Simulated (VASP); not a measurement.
Method: PBEsol GGA, VASP's PBE PAW potentials (set 64) (plane waves; VASP).

Input for VASP

File KPOINTS:
```
Regular mesh
0
gamma
  8 8 4
```

File POSCAR:
```
ZnO
1.0
  3.2334079439   0.0000000000   0.0000000000
 -1.6167039720   2.8002138490   0.0000000000
  0.0000000000   0.0000000000   5.2357173569
Zn O
2 2
Cart
 -0.0000016167   1.8668101661   5.2284972105
  1.6167055886   0.9334036829   2.6106385321
 -0.0000016167   1.8668101661   1.9706141552
  1.6167055886   0.9334036829   4.5884728337
```

INCAR:
```
SYSTEM  =  ZnO
PREC  =  Accurate; ENCUT  =  620; LREAL  =  .False.
LASPH  =  .True.
EDIFF  =  1E-6; NELM  =  100; ALGO  =  Normal
LMAXMIX  =  4
ISMEAR  =  0; SIGMA  =  0.05
GGA  =  PS
IBRION  =  2; NSW  =  40; ISIF  =  3
EDIFFG  =  -0.02
LWAVE  =  .False.; LCHARG  =  .False.
```

POTCAR, in this order: Zn O (PBE.64 set). Program: vasp_std.

What will the output report for the number of irreducible k-points (NKPTS), largest plane-wave count, number of space-group operations, FFT grid (NGX, NGY, NGZ)?

- number of irreducible k-points (NKPTS): 30
- largest plane-wave count: 1701
- number of space-group operations: 12
- FFT grid (NGX, NGY, NGZ): 28 × 28 × 48

The structure was generated: ZnO was put into the wurtzite type (P6_3mc), which need not be its known phase. It was relaxed first, which changed the volume by +16 %.
